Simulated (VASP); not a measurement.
These are r2SCAN meta-GGA, VASP's PBE PAW potentials (set 64) (plane waves; VASP) values and carry that method's errors.

VASP ran on this input.

### POSCAR
```
AlN
1
    3.1132802064     0.0000000000    -0.0000000000
   -1.5566401032     2.6961797420     0.0000000000
   -0.0000000000     0.0000000000     4.9837141637
Al N
2 2
Direct
  0.3333330000   0.6666670000   0.0000243858
  0.6666670000   0.3333330000   0.5000243858
  0.3333330000   0.6666670000   0.3819756142
  0.6666670000   0.3333330000   0.8819756142
```

**INCAR**
```
NELM = 100
ISMEAR = 0
ALGO = Normal
METAGGA = R2SCAN
LCHARG = .False.
ISIF = 3   # ions, shape and volume
SIGMA = 0.05
ENCUT = 530
PREC = Accurate
EDIFFG = -0.02   # ionic stop
LASPH = .True.
LWAVE = .False.
IBRION = 2   # conjugate gradients
NSW = 60
LREAL = .False.   # projection in real space or not
LMIXTAU = .True.
SYSTEM = AlN
EDIFF = 1E-6
```

### KPOINTS
```
kpoints
0
Gamma
 7 7 4
0 0 0
```

POTCAR, in this order: Al N (PBE.64 set). Program: vasp_std.

Question: What will the output report for the number of irreducible k-points (NKPTS), largest plane-wave count, number of space-group operations, FFT grid (NGX, NGY, NGZ)?

Answer: 
| Property | Value |
|---|---|
| number of irreducible k-points (NKPTS) | 24 |
| largest plane-wave count | 1182 |
| number of space-group operations | 12 |
| FFT grid (NGX, NGY, NGZ) | 24 × 24 × 40 |

The compound is AlN in the wurtzite structure. This run relaxes it. Symmetry was kept, so distortions that lower it aren't found. The start is the result of an earlier pass.
